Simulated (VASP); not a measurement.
All values below come from PBEsol GGA, VASP's PBE PAW potentials (set 64) (plane waves; VASP).

A VASP calculation is set up with these files.

POSCAR:
```
CoSn
1
    2.6083467705    -4.5177890273     0.0000000000
    2.6083467705     4.5177890273    -0.0000000000
   -0.0000000000     0.0000000000     4.1649856556
Co Sn
3 3
Direct
  0.5000000000   1.0000000000   0.0000000000
  0.5000000000   0.5000000000   0.0000000000
  1.0000000000   0.5000000000   0.0000000000
  1.0000000000   1.0000000000   0.0000000000
  0.3333330000   0.6666670000   0.5000000000
  0.6666670000   0.3333330000   0.5000000000
```

File KPOINTS:
```
k-points along high-symmetry lines
10
Line-mode
Reciprocal
  0.000000   0.000000   0.000000 ! GAMMA
  0.000000   0.500000   0.000000 ! M

  0.000000   0.500000   0.000000 ! M
 -0.333333   0.666667   0.000000 ! K

 -0.333333   0.666667   0.000000 ! K
  0.000000   0.000000   0.000000 ! GAMMA

  0.000000   0.000000   0.000000 ! GAMMA
  0.000000   0.000000   0.500000 ! A

  0.000000   0.000000   0.500000 ! A
  0.000000   0.500000   0.500000 ! L

  0.000000   0.500000   0.500000 ! L
 -0.333333   0.666667   0.500000 ! H

 -0.333333   0.666667   0.500000 ! H
  0.000000   0.000000   0.500000 ! A

  0.000000   0.500000   0.500000 ! L
  0.000000   0.500000   0.000000 ! M

 -0.333333   0.666667   0.500000 ! H
 -0.333333   0.666667   0.000000 ! K
```

### INCAR
```
SYSTEM=CoSn
PREC=Accurate; ENCUT=400; LREAL=.FALSE.
LASPH=.TRUE.; ICHARG=11
EDIFF=1E-7; NELM=100; ALGO=Normal
LMAXMIX=4
ISMEAR=0; SIGMA=0.05
GGA=PS
LWAVE=.FALSE.; LCHARG=.FALSE.; LORBIT=11
```

POTCAR, in this order: Co Sn_d (PBE.64 set). Program: vasp_std. Read from the step before: CHGCAR.

Output

File OSZICAR:
```
       N       E                     dE             d eps       ncg     rms          rms(c)
DAV:   1     0.626171941403E+03    0.62617E+03   -0.27493E+04  7556   0.233E+03
DAV:   2     0.553415283808E+02   -0.57083E+03   -0.55833E+03  7380   0.586E+02
DAV:   3    -0.327426888789E+02   -0.88084E+02   -0.86312E+02  7652   0.215E+02
DAV:   4    -0.368761822592E+02   -0.41335E+01   -0.40956E+01  8576   0.518E+01
DAV:   5    -0.370145342318E+02   -0.13835E+00   -0.13823E+00 10354   0.858E+00
DAV:   6    -0.370183437046E+02   -0.38095E-02   -0.38092E-02 10820   0.124E+00
DAV:   7    -0.370184638035E+02   -0.12010E-03   -0.12010E-03 10827   0.211E-01
DAV:   8    -0.370184672551E+02   -0.34516E-05   -0.34504E-05 10859   0.355E-02
DAV:   9    -0.370184673583E+02   -0.10318E-06   -0.10396E-06  9391   0.693E-03
DAV:  10    -0.370184673612E+02   -0.28895E-08   -0.34376E-08  5476   0.154E-03
   1 F= -.37018467E+02 E0= -.37013452E+02  d E =-.100306E-01
```

**OUTCAR**
```
 val. band max:       10.1044530474   @ k =  -0.1852   0.5926   0.5000

 cond. band min:      10.1061877433   @ k =  -0.1111   0.5556   0.5000



 k-point     1 :       0.0000    0.0000    0.0000
  band No.  band energies     occupation
      1     -11.1729      2.00000
      2     -11.0598      2.00000
      3     -11.0598      2.00000
      4     -11.0573      2.00000
      5     -11.0573      2.00000
      6     -10.9711      2.00000
      7     -10.9534      2.00000
      8     -10.9534      2.00000
      9     -10.9270      2.00000
     10     -10.9270      2.00000
     11     -10.8956      2.00000
     12     -10.8956      2.00000
     13     -10.8518      2.00000
     14     -10.8518      2.00000
     15     -10.7971      2.00000
     16      -1.4097      2.00000
     17       3.3742      2.00000
     18       4.9873      2.00000
     19       6.0301      2.00000
     20       6.0301      2.00000
     21       6.7138      2.00000
     22       7.1237      2.00000
     23       7.5188      2.00000
     24       7.5188      2.00000
     25       7.6142      2.00000
     26       8.1334      2.00000
     27       8.1334      2.00000
     28       8.5817      2.00000
     29       8.5817      2.00000
     30       9.7638      2.00000
     31       9.7721      2.00000
     32       9.7721      2.00000
     33       9.8086      2.00000
     34       9.8087      2.00000
     35      10.7431      0.00000
     36      10.9061      0.00000
     37      11.6522      0.00000
     38      11.6523      0.00000
     39      13.2251      0.00000
     40      13.9628      0.00000
     41      15.4967      0.00000

 k-point     2 :       0.0000    0.0556    0.0000
  band No.  band energies     occupation
      1     -11.1725      2.00000
      2     -11.0629      2.00000
      3     -11.0615      2.00000
      4     -11.0578      2.00000
      5     -11.0575      2.00000
      6     -10.9743      2.00000
      7     -10.9529      2.00000
      8     -10.9521      2.00000
...
```

The density is held fixed in this step, so its total energy and stress have no physical meaning. Unless said otherwise, spin-orbit coupling is left out, though it shifts the bands of the heavy elements here.

The compound is CoSn in the sg191 structure. It was relaxed first. The run is not spin-polarised, so no magnetic state was tried. The electron count is odd and the run is not spin-polarised, which forces a metal.
